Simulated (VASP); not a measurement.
Given:

```
CELL_PARAMETERS angstrom
      2.79947     0.00000     0.00000
      0.00000     2.79947     0.00000
      0.00000     0.00000     4.02583
ATOMIC_POSITIONS crystal
  Ti 0.00000 0.00000 0.00000
  Al 0.50000 0.50000 0.50000
```

The numbers are results of AM05 GGA, VASP's PBE PAW potentials (set 64) (plane waves; VASP 6.6.1), not measurements. Numerical set-up: 520 eV cut-off, 15×15×10 Γ-centred mesh, tetrahedra with Blöchl corrections, potentials Ti_sv Al.

Problem. What does the run give for the energy per atom (σ→0), band gap (on the k-mesh) with the smallest direct gap where there is one?

Solution. 
```yaml
band gap (on the k-mesh): none (metal, semimetal or under 0.01 eV)
energy per atom (σ→0): -6.475 eV/atom
```

Only differences to runs with the same potentials and settings are physical.

The compound is TiAl in the L1_0 structure. It was relaxed first. The electron count is odd and the run is not spin-polarised, which forces a metal.
